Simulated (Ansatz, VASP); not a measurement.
# Two plane-wave programs on Cu2Rh

File INCAR:

```
SYSTEM = Cu2Rh
PREC = Accurate ; ENCUT = 600
EDIFF = 1E-6 ; ISMEAR = 0
SIGMA = 0.1 ; LREAL = .False.
LASPH = .True. ; NELM = 80
ALGO = Normal ; ISIF = 3
LWAVE = .False. ; LCHARG = .False.
GGA = PE ; IBRION = 2
NSW = 90 ; EDIFFG = -0.04
```

KPOINTS

```
regular mesh
0
Gamma
  6 6 6
  0 0 0
```

POSCAR

```
Cu2Rh
1.0
    3.8784393562      0.0000000000      0.0000000000
   -1.9392196781      3.3588270095      0.0000000000
    0.0000000000      0.0000000000      2.7279553964
Cu Rh
2 1
Direct
    0.3333333333      0.6666666667      0.5000000000
    0.6666666667      0.3333333333      0.5000000000
    0.0000000000      0.0000000000      0.0000000000
```

Input for Ansatz:

```yaml
crystal:
  lattice:
    - [3.8784393562, 0.0, 0.0]
    - [-1.9392196781, 3.3588270095, 0.0]
    - [0.0, 0.0, 2.7279553964]
  atoms:
    - { symbol: Cu, position: [0.3333333333, 0.6666666667, 0.5] }
    - { symbol: Cu, position: [0.6666666667, 0.3333333333, 0.5] }
    - { symbol: Rh, position: [0.0, 0.0, 0.0] }
basis:
  ecutwfc: 420
kpoints:
  mp_grid: { grid: [6, 6, 6] }
hamiltonian:
  xc: pbe
scf:
  occupations: { method: gaussian, width: 0.1 }
  lower_state_search: "off"
output:
  forces: true
  stress: true
  eigenvalues: true
relax:
  adjacent_minimum: "off"
  f_tol: 0.04
  max_steps: 70
  cell: { stress_tol: 0.4 }
```

Alike in both runs: task relaxation of cell and atoms; functional PBE; k mesh 6 × 6 × 6; occupations gaussian, width 0.1 eV; no spin polarisation.

```csv
,VASP,Ansatz
version,VASP 6.6.1,Ansatz 0.2.0
potentials or method,"VASP PAW PBE potentials, release 64 (Cu, Rh_pv)","scalar-relativistic, plane waves, PAW"
plane-wave cutoff (eV),600,420
valence electrons in the cell,37,55
```

```tsv
	VASP	Ansatz	Ansatz less VASP
gap on the k mesh at the Fermi level, each at its own relaxed structure (eV)	none	none	-
relaxed volume (Å³/atom)	12.92	12.91	-0.011
relaxed cell length with the largest relative difference (Å)	4.202	4.200	-0.0022
energy change over the relaxation (meV/atom)	-183	-179	+3.4
```

A gap of «none» marks a metal or a gap that the smearing closes. The two sets of potentials don't hold the same shells in valence.

Caveats: the k mesh is coarse (spacing up to 0.38 Å⁻¹), so the values aren't converged.
